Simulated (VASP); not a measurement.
```xyz
3
Lattice="0.0000 2.3112 2.3112 2.3112 0.0000 2.3112 2.3112 2.3112 0.0000" Properties=species:S:1:pos:R:3 pbc="T T T"
Li     1.1556     1.1556     1.1556
Li     3.4667     3.4667     3.4667
O      0.0000     0.0000     0.0000
```

Calculation: PBE GGA with D3 dispersion (Becke-Johnson damping), VASP's PBE PAW potentials (set 64) (plane waves; VASP). Numerical set-up: 520 eV cut-off, 8×8×8 Γ-centred mesh, Gaussian smearing of 0.050 eV, potentials Li_sv O.

Task: Give the stress tensor in GPa (positive for a compressed cell).

Result: 
```
-5.09   0.00   0.00
 0.00  -5.09   0.00
 0.00   0.00  -5.09
```
The pressure is its mean diagonal, -5.09 GPa.

The compound is Li2O in the antifluorite structure. This cell is one point of a volume scan, at 1.06 of the reference volume.
